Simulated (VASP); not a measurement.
## Tellurium: accuracy against cost in the k-mesh and smearing

A convergence test on Tellurium: the k-mesh and smearing. The series runs use PBE. The k-mesh tried: 2 2 1; 3 3 2; 4 4 3; 5 5 4; 7 7 5; 9 9 6; 11 11 7. The smearing tried: ISMEAR = -1, SIGMA = 0.01; ISMEAR = -1, SIGMA = 0.05; ISMEAR = -1, SIGMA = 0.1; ISMEAR = -1, SIGMA = 0.2; ISMEAR = -1, SIGMA = 0.5; ISMEAR = 2, SIGMA = 0.01; ISMEAR = 2, SIGMA = 0.05; ISMEAR = 2, SIGMA = 0.1; ISMEAR = 2, SIGMA = 0.2; ISMEAR = 2, SIGMA = 0.5; ISMEAR = -5. The start is a cell from a database of measured crystal structures.

Method: PBE; plane waves and PAW (Te), in VASP 6.6.1.

Report form: the programs' logs are mostly left out.

The database entry behind the starting cell differs from later determinations by our own check (inner coordinate of an old entry), so it need not match the best structure at ambient conditions.

### 1. Starting point

Symmetry: P3_121, No. 152, trigonal system. The conventional cell has a = 4.454 Å, b = 4.454 Å, c = 5.924 Å, α = 90.00°, β = 90.00°, γ = 120.00°. Nearest to Te lie 2 Te at 2.86 Å.

### 2. K-mesh: 2 2 1

The sum over the zone converges with the mesh, fast for insulators and slowly for metals. PBE, the usual starting point, adds the gradient of the density.

The input, INCAR:

```
SYSTEM = Te
PREC = Accurate
ENCUT = 400
EDIFF = 1E-06
NELM = 100
ISMEAR = -1
SIGMA = 0.05
LREAL = .FALSE.
ALGO = Normal
GGA = PE
NBANDS = 15
LORBIT = 11
LWAVE = .FALSE.
LCHARG = .FALSE.
NCORE = 4
ISIF = 2
```

The input, POSCAR:

```
Te
1.0
    4.4540000000      0.0000000000      0.0000000000
   -2.2270000000      3.8572771485      0.0000000000
    0.0000000000      0.0000000000      5.9240000000
Te
3
Direct
    0.2690000000      0.0000000000      0.3333333333
    0.0000000000      0.2690000000      0.6666666667
    0.7310000000      0.7310000000      0.0000000000
```

The input, KPOINTS:

```
Automatic mesh
0
Gamma
2 2 1
0 0 0
```

The projector-augmented-wave data sets are Te (PBE family, release 64).

On the command line:

```console
$ mpirun -np 4 vasp_std
```

Wall time 1.2 s (4 MPI ranks of Intel Xeon 6975P-C (Granite Rapids), shared host); peak memory 0.44 GiB.

The gap is read on the k-mesh alone, so it is an upper bound where the band edges lie off the mesh. Spin-orbit coupling is off here; with elements this heavy it splits and shifts levels by tenths of an eV or more.

Numbers from this step:

| Item | Value |
| --- | --- |
| SCF cycles | 12 |
| electrons | 18 |
| bands | 15 |
| irreducible k-points | 2 |
| symmetry operations | 6 |
| free energy (TOTEN) | -9.155 eV |
| Fermi energy | 5.990 eV |
| pressure | 1.445 GPa |
| metallic | no |
| valence top at k | 0.5, 0, 0 |
| conduction bottom at k | 0.5, 0, 0 |
| least direct gap at k | 0.5, 0, 0 |
| gap on the k-mesh | 1.642 eV |
| least direct gap on the k-mesh | 1.642 eV |

The series starts at -3.0517 eV an atom and 1.44 GPa, after 12 cycles in 1.2 s.

### 3. K-mesh: 3 3 2

INCAR, as its differences from that of step 2:

```diff
@@ -14,3 +14,4 @@
 LCHARG = .FALSE.
-NCORE = 4
+KPAR = 2
+NCORE = 2
 ISIF = 2
```

POSCAR is that of step 2.

The input, KPOINTS:

```
Automatic mesh
0
Gamma
3 3 2
0 0 0
```

On the command line:

```console
$ mpirun -np 4 vasp_std
```

Run time: 1.8 s. Hardware: 4 MPI ranks; peak memory 0.56 GiB; 4.6 s of CPU time.

Against the run before the energy moves by -23.04 meV an atom and the pressure by +0.45 GPa, after 12 cycles in 1.8 s.

### 4. K-mesh: 4 4 3

INCAR, as its differences from that of step 3:

```diff
@@ -14,4 +14,3 @@
 LCHARG = .FALSE.
-KPAR = 2
-NCORE = 2
+KPAR = 4
 ISIF = 2
```

POSCAR is that of step 3.

The input, KPOINTS:

```
Automatic mesh
0
Gamma
4 4 3
0 0 0
```

On the command line:

```console
$ mpirun -np 4 vasp_std
```

Run time: 2.8 s. Hardware: 4 MPI ranks; peak memory 0.65 GiB; 8.2 s of CPU time.

Against the run before the energy moves by -51.60 meV an atom and the pressure by -0.33 GPa, after 12 cycles in 2.8 s.

### 5. K-mesh: 5 5 4

INCAR is that of step 4.

POSCAR is that of step 4.

The input, KPOINTS:

```
Automatic mesh
0
Gamma
5 5 4
0 0 0
```

On the command line:

```console
$ mpirun -np 4 vasp_std
```

Run time: 3.6 s. Hardware: 4 MPI ranks; peak memory 0.68 GiB; 11 s of CPU time.

Against the run before the energy moves by -9.12 meV an atom and the pressure by -0.09 GPa, after 12 cycles in 3.6 s.

### 6. K-mesh: 7 7 5

INCAR is that of step 5.

POSCAR is that of step 5.

The input, KPOINTS:

```
Automatic mesh
0
Gamma
7 7 5
0 0 0
```

On the command line:

```console
$ mpirun -np 4 vasp_std
```

It took 4.8 s on 4 MPI ranks; peak memory 0.7 GiB.

Against the run before the energy moves by -1.72 meV an atom and the pressure by -0.03 GPa, after 12 cycles in 4.8 s.

### 7. K-mesh: 9 9 6

INCAR is that of step 6.

POSCAR is that of step 6.

The input, KPOINTS:

```
Automatic mesh
0
Gamma
9 9 6
0 0 0
```

On the command line:

```console
$ mpirun -np 4 vasp_std
```

Elapsed: 7.8 s, on 4 MPI ranks; peak memory 0.8 GiB.

Against the run before the energy moves by -0.12 meV an atom while the pressure stays within 0.01 GPa, after 12 cycles in 7.8 s.

### 8. K-mesh: 11 11 7

INCAR is that of step 7.

POSCAR is that of step 7.

The input, KPOINTS:

```
Automatic mesh
0
Gamma
11 11 7
0 0 0
```

On the command line:

```console
$ mpirun -np 4 vasp_std
```

It took 10 s on 4 MPI ranks; peak memory 0.85 GiB; 35 s of CPU time.

Against the run before the energy moves by -0.34 meV an atom while the pressure stays within 0.01 GPa, after 12 cycles in 10 s.

### 9. The k-mesh series as a table

This step: convergence of PBE results with the mesh; plane waves and PAW (VASP 6.6.1).

No new run; the numbers come from the runs before.

Differences are taken from the run with 11 11 7. Results of the series, by row:

| setting | status | energy less the reference (meV/atom) | pressure (GPa) | largest force difference (meV/Å) | gap (eV) | SCF cycles | wall time (s) |
| --- | --- | --- | --- | --- | --- | --- | --- |
| 2 2 1 | converged | 85.95 | 1.445 | 1625 | 1.642 | 12 | 1.2 |
| 3 3 2 | converged | 62.91 | 1.895 | 286.7 | 0.1629 | 12 | 1.8 |
| 4 4 3 | converged | 11.3 | 1.567 | 13.36 | 0.7857 | 12 | 2.8 |
| 5 5 4 | converged | 2.18 | 1.473 | 22.02 | 0.537 | 12 | 3.6 |
| 7 7 5 | converged | 0.4604 | 1.445 | 2.825 | 0.6206 | 12 | 4.8 |
| 9 9 6 | converged | 0.3381 | 1.441 | 0.881 | 0.1624 | 12 | 7.8 |
| 11 11 7 | converged | 0 | 1.438 | 0 | 0.5548 | 12 | 10 |

### 10. Smearing: ISMEAR = -1, SIGMA = 0.01

This step: PBE; plane waves and PAW (Te) (VASP 6.6.1).

With a gap, smearing should do nothing until its tail reaches across the gap.

INCAR, as its differences from that of step 8:

```diff
@@ -6,3 +6,3 @@
 ISMEAR = -1
-SIGMA = 0.05
+SIGMA = 0.01
 LREAL = .FALSE.
```

POSCAR is that of step 8.

The input, KPOINTS:

```
Automatic mesh
0
Gamma
7 7 5
0 0 0
```

On the command line:

```console
$ mpirun -np 4 vasp_std
```

Elapsed: 4.4 s, on 4 MPI ranks; peak memory 0.72 GiB; 15 s of CPU time.

Numbers from this step:

- irreducible k-points: 32
- free energy (TOTEN): -9.412 eV
- Fermi energy: 6.033 eV
- pressure: 1.445 GPa
- valence top at k: 0.2857, 0.2857, 0.4
- conduction bottom at k: 0, 0, 0.4
- least direct gap at k: 0.2857, 0.2857, 0.4
- gap on the k-mesh: 0.6206 eV
- least direct gap on the k-mesh: 0.7788 eV

The series starts at -3.1372 eV an atom and 1.44 GPa, after 12 cycles in 4.4 s. The entropy term T·S comes to 0.00 meV an atom in size.

### 11. Smearing: ISMEAR = -1, SIGMA = 0.05

INCAR, as its differences from that of step 10:

```diff
@@ -6,3 +6,3 @@
 ISMEAR = -1
-SIGMA = 0.01
+SIGMA = 0.05
 LREAL = .FALSE.
```

POSCAR is that of step 10.

KPOINTS is that of step 10.

On the command line:

```console
$ mpirun -np 4 vasp_std
```

The job ended after 4.4 s (4 MPI ranks; peak memory 0.73 GiB; 15 s of CPU time).

Against the run before the energy at zero width moves by +0.01 meV an atom while the pressure stays within 0.01 GPa, after 12 cycles in 4.4 s. The entropy term T·S comes to 0.03 meV an atom in size.

### 12. Smearing: ISMEAR = -1, SIGMA = 0.1

INCAR, as its differences from that of step 11:

```diff
@@ -6,3 +6,3 @@
 ISMEAR = -1
-SIGMA = 0.05
+SIGMA = 0.1
 LREAL = .FALSE.
```

POSCAR is that of step 11.

KPOINTS is that of step 11.

On the command line:

```console
$ mpirun -np 4 vasp_std
```

The job ended after 4.4 s (4 MPI ranks; peak memory 0.72 GiB; 15 s of CPU time).

Against the run before the energy at zero width moves by +0.61 meV an atom while the pressure stays within 0.01 GPa, after 12 cycles in 4.4 s. The entropy term T·S comes to 1.99 meV an atom in size.

### 13. Smearing: ISMEAR = -1, SIGMA = 0.2

INCAR, as its differences from that of step 12:

```diff
@@ -6,3 +6,3 @@
 ISMEAR = -1
-SIGMA = 0.1
+SIGMA = 0.2
 LREAL = .FALSE.
```

POSCAR is that of step 12.

KPOINTS is that of step 12.

On the command line:

```console
$ mpirun -np 4 vasp_std
```

It took 4.4 s on 4 MPI ranks; peak memory 0.73 GiB.

Against the run before the energy at zero width moves by +6.97 meV an atom and the pressure by +0.07 GPa, after 12 cycles in 4.4 s. The entropy term T·S comes to 31.87 meV an atom in size.

### 14. Smearing: ISMEAR = -1, SIGMA = 0.5

INCAR, as its differences from that of step 13:

```diff
@@ -6,3 +6,3 @@
 ISMEAR = -1
-SIGMA = 0.2
+SIGMA = 0.5
 LREAL = .FALSE.
```

POSCAR is that of step 13.

KPOINTS is that of step 13.

On the command line:

```console
$ mpirun -np 4 vasp_std
```

Run time: 4.2 s. Hardware: 4 MPI ranks; peak memory 0.72 GiB.

Against the run before the energy at zero width moves by +54.09 meV an atom and the pressure by +1.21 GPa, after 11 cycles in 4.2 s. The entropy term T·S comes to 449.35 meV an atom in size.

### 15. Smearing: ISMEAR = 2, SIGMA = 0.01

INCAR, as its differences from that of step 14:

```diff
@@ -5,4 +5,4 @@
 NELM = 100
-ISMEAR = -1
-SIGMA = 0.5
+ISMEAR = 2
+SIGMA = 0.01
 LREAL = .FALSE.
```

POSCAR is that of step 14.

KPOINTS is that of step 14.

On the command line:

```console
$ mpirun -np 4 vasp_std
```

Run time: 4.4 s. Hardware: 4 MPI ranks; peak memory 0.71 GiB; 14 s of CPU time.

Methfessel-Paxton smearing is not meant for a cell with a gap.

Against the first of the series the energy at zero width stays within 0.01 meV an atom and the pressure within 0.01 GPa, after 12 cycles in 4.4 s. The entropy term T·S comes to 0.00 meV an atom in size.

### 16. Smearing: ISMEAR = 2, SIGMA = 0.05

INCAR, as its differences from that of step 15:

```diff
@@ -6,3 +6,3 @@
 ISMEAR = 2
-SIGMA = 0.01
+SIGMA = 0.05
 LREAL = .FALSE.
```

POSCAR is that of step 15.

KPOINTS is that of step 15.

On the command line:

```console
$ mpirun -np 4 vasp_std
```

It took 4.4 s on 4 MPI ranks; peak memory 0.72 GiB.

Against the run before the energy at zero width moves by +0.03 meV an atom while the pressure stays within 0.01 GPa, after 12 cycles in 4.4 s. The entropy term T·S comes to 0.04 meV an atom in size.

### 17. Smearing: ISMEAR = 2, SIGMA = 0.1

INCAR, as its differences from that of step 16:

```diff
@@ -6,3 +6,3 @@
 ISMEAR = 2
-SIGMA = 0.05
+SIGMA = 0.1
 LREAL = .FALSE.
```

POSCAR is that of step 16.

KPOINTS is that of step 16.

On the command line:

```console
$ mpirun -np 4 vasp_std
```

Run time: 4.6 s. Hardware: 4 MPI ranks; peak memory 0.72 GiB; 15 s of CPU time.

Against the run before the energy at zero width moves by +0.03 meV an atom while the pressure stays within 0.01 GPa, after 12 cycles in 4.6 s. The entropy term T·S comes to 0.05 meV an atom in size.

### 18. Smearing: ISMEAR = 2, SIGMA = 0.2

INCAR, as its differences from that of step 17:

```diff
@@ -6,3 +6,3 @@
 ISMEAR = 2
-SIGMA = 0.1
+SIGMA = 0.2
 LREAL = .FALSE.
```

POSCAR is that of step 17.

KPOINTS is that of step 17.

On the command line:

```console
$ mpirun -np 4 vasp_std
```

The job ended after 4.4 s (4 MPI ranks; peak memory 0.71 GiB).

Against the run before the energy at zero width moves by +0.06 meV an atom while the pressure stays within 0.01 GPa, after 12 cycles in 4.4 s. The entropy term T·S comes to 0.31 meV an atom in size.

### 19. Smearing: ISMEAR = 2, SIGMA = 0.5

INCAR, as its differences from that of step 18:

```diff
@@ -6,3 +6,3 @@
 ISMEAR = 2
-SIGMA = 0.2
+SIGMA = 0.5
 LREAL = .FALSE.
```

POSCAR is that of step 18.

KPOINTS is that of step 18.

On the command line:

```console
$ mpirun -np 4 vasp_std
```

It took 4.6 s on 4 MPI ranks; peak memory 0.72 GiB.

Against the run before the energy at zero width moves by +1.32 meV an atom and the pressure by -0.01 GPa, after 12 cycles in 4.6 s. The entropy term T·S comes to 7.18 meV an atom in size.

### 20. Smearing: ISMEAR = -5

INCAR, as its differences from that of step 19:

```diff
@@ -5,4 +5,4 @@
 NELM = 100
-ISMEAR = 2
-SIGMA = 0.5
+ISMEAR = -5
+SIGMA = 0.05
 LREAL = .FALSE.
```

POSCAR is that of step 19.

KPOINTS is that of step 19.

On the command line:

```console
$ mpirun -np 4 vasp_std
```

Wall time 4.4 s (4 MPI ranks); peak memory 0.72 GiB; 15 s of CPU time.

Against the first of the series the energy at zero width stays within 0.01 meV an atom and the pressure within 0.01 GPa, after 12 cycles in 4.4 s.

### 21. The smearing series as a table

This step: convergence of PBE results with the smearing; plane waves and PAW (VASP 6.6.1).

This step runs nothing: it gathers the runs above.

Differences are taken from the run with ISMEAR = -1, SIGMA = 0.01. Results of the series, by row:

| setting | status | energy less the reference (meV/atom) | pressure (GPa) | largest force difference (meV/Å) | gap (eV) | SCF cycles | wall time (s) |
| --- | --- | --- | --- | --- | --- | --- | --- |
| ISMEAR = -1, SIGMA = 0.01 | converged | 0 | 1.445 | 0 | 0.6206 | 12 | 4.4 |
| ISMEAR = -1, SIGMA = 0.05 | converged | 0.01203 | 1.445 | 0.138 | 0.6206 | 12 | 4.4 |
| ISMEAR = -1, SIGMA = 0.1 | converged | 0.6195 | 1.447 | 5.165 | 0.6207 | 12 | 4.4 |
| ISMEAR = -1, SIGMA = 0.2 | converged | 7.585 | 1.518 | 54.9 | 0.6217 | 12 | 4.4 |
| ISMEAR = -1, SIGMA = 0.5 | converged | 61.68 | 2.727 | 373 | 0.6291 | 11 | 4.2 |
| ISMEAR = 2, SIGMA = 0.01 | converged | 0 | 1.445 | 0 | 0.6206 | 12 | 4.4 |
| ISMEAR = 2, SIGMA = 0.05 | converged | 0.03394 | 1.445 | 0.004 | 0.6206 | 12 | 4.4 |
| ISMEAR = 2, SIGMA = 0.1 | converged | 0.06381 | 1.445 | 0.028 | 0.6206 | 12 | 4.6 |
| ISMEAR = 2, SIGMA = 0.2 | converged | 0.1246 | 1.444 | 0.199 | 0.6207 | 12 | 4.4 |
| ISMEAR = 2, SIGMA = 0.5 | converged | 1.442 | 1.437 | 3.736 | 0.6206 | 12 | 4.6 |
| ISMEAR = -5 | converged | 0 | 1.445 | 0 | 0.6206 | 12 | 4.4 |

### 22. What came out

* k-mesh from which the energy stays within 10 meV/atom of the reference: 5 5 4
* k-mesh from which the energy stays within 1 meV/atom of the reference: 7 7 5
* k-mesh from which the pressure stays within 0.2 GPa of the reference: 4 4 3
* spread of the pressure over the k-mesh: 0.457 GPa
* spread of the energy over the k-mesh: 85.9 meV/atom
* spread of the pressure over the smearing: 1.29 GPa
* spread of the energy over the smearing: 61.7 meV/atom

**Reading.** From 7 7 5 on, the energy stays within 1 meV an atom of the reference, at 48 % of its time. The pressure holds within 0.2 GPa from 4 4 3 on. The gap in the table jumps with the points that each mesh happens to hold, and is no measure of convergence. The usual rule keeps the entropy term T·S under 1 meV an atom, which holds up to a width of 0.05 eV for Fermi-Dirac and 0.2 eV for second-order Methfessel-Paxton. Farthest in energy from the narrowest smearing lies ISMEAR = -1, SIGMA = 0.5 (+61.7 meV an atom, +1.28 GPa, 373.0 meV/Å in forces). Methfessel-Paxton smearing is made for metals and can give negative occupations at band edges. Differences are taken from the run with 11 11 7, which is itself not the exact limit. The runs at 2 2 1; 3 3 2 are over 30 meV an atom or 2 GPa off and describe the material poorly.

[Lines on the potential files, build, host, timing and source positions are cut from VASP's logs without a mark.]

[Logs are printed without paths, hosts, clocks, repeated set-up lines and the standing remarks that a program may print on its own settings, such as how far it seeks lower states.]

[Hosts, paths, dates, database ids (printed as entryN), source tags and the programs' standing remarks are cut or masked in the printed files.]

[A measured line is paired with the nearest computed mode of its activity, which favours agreement.]
